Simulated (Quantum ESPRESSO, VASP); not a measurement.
An input for Quantum ESPRESSO (PBEsol+U, GBRV 1.5 ultrasoft (PBESOL) pseudopotentials):

```
&control
    calculation = 'scf'
    prefix = 'run'
    outdir = './out'
    pseudo_dir = './'
    tprnfor = .true.
    tstress = .true.
/
&system
    ibrav = 0
    nat = 8
    ntyp = 3
    ecutwfc = 40
    ecutrho = 320
    occupations = 'fixed'
    nbnd = 33
/
&electrons
    conv_thr = 1.0d-10
    mixing_beta = 0.7
/
ATOMIC_SPECIES
Li     6.9400  li_pbesol_v1.4.uspp.F.UPF
Ta   180.9479  ta_pbesol_v1.uspp.F.UPF
F     18.9984  f_pbesol_v1.4.uspp.F.UPF
CELL_PARAMETERS angstrom
   2.5846700690     1.4922599601     4.5260000000
  -2.5846700690     1.4922599601     4.5260000000
   0.0000000000    -2.9845199203     4.5260000000
ATOMIC_POSITIONS crystal
Li    0.5000000000    0.5000000000    0.5000000000
Ta    0.0000000000    0.0000000000    0.0000000000
F     0.6496700000    0.2453870000    0.8609700000
F     0.3503300000    0.7546130000    0.1390300000
F     0.8609700000    0.6496700000    0.2453870000
F     0.1390300000    0.3503300000    0.7546130000
F     0.2453870000    0.8609700000    0.6496700000
F     0.7546130000    0.1390300000    0.3503300000
K_POINTS automatic
6 6 6  0 0 0
HUBBARD {atomic}
U Ta-5d 2
```

**Question.** Write the VASP files for the same calculation.

**Answer.** One set of files that does it:

File POSCAR:
```
LiTaF6
1
    2.5846700000     1.4922600000     4.5260000000
   -2.5846700000     1.4922600000     4.5260000000
    0.0000000000    -2.9845200000     4.5260000000
Li Ta F
1 1 6
Direct
  0.5000000000   0.5000000000   0.5000000000
  0.0000000000   0.0000000000   0.0000000000
  0.6496700000   0.2453870000   0.8609700000
  0.3503300000   0.7546130000   0.1390300000
  0.8609700000   0.6496700000   0.2453870000
  0.1390300000   0.3503300000   0.7546130000
  0.2453870000   0.8609700000   0.6496700000
  0.7546130000   0.1390300000   0.3503300000
```

**INCAR**
```
SYSTEM=LiTaF6
PREC=Accurate; ENCUT=400; LREAL=F
LASPH=T
EDIFF=1E-6; NELM=100; ALGO=Normal
LMAXMIX=6
ISMEAR=0; SIGMA=0.01
GGA=PS
LDAUL=-1 2 -1
LDAUU=0 2.0 0
LDAUJ=0 0 0
LDAU=T; LDAUTYPE=2
ISIF=2
LWAVE=F; LCHARG=F
```

### KPOINTS
```
Automatic mesh
0
Gamma
6 6 6
0 0 0
```

POTCAR, in this order: Li_sv Ta_pv F (PBE.64 set). Program: vasp_std.

Both are inputs of real runs that ended normally. What can't carry over is the choice of potentials or basis and its cut-off, and each code's defaults.

Fixed occupations appear in VASP as a very narrow Gaussian smearing.

The structure comes from a computed database's LiTaF6 entry; how it stands against other phases isn't given here. The cell was not relaxed at this level, and it may have been scaled.
